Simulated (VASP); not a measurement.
Data:

```
AsB
1.0
    0.00000     2.40822     2.40822
    2.40822     0.00000     2.40822
    2.40822     2.40822     0.00000
B As
1 1
Direct
  0.00000   0.00000   0.00000
  0.25000   0.25000   0.25000
```

These are PBE GGA, VASP's PBE PAW potentials (set 64) (plane waves; VASP 6.6.1) values and carry that method's errors. Numerical set-up: 600 eV cut-off, 10×10×10 Γ-centred mesh, Gaussian smearing of 0.050 eV, potentials B As.

Predict the energy per atom (σ→0).

- energy per atom (σ→0): -5.707 eV/atom

The absolute energy has meaning only against runs of the same code, potentials and settings.

The compound is BAs in the zinc blende structure. It was relaxed first.
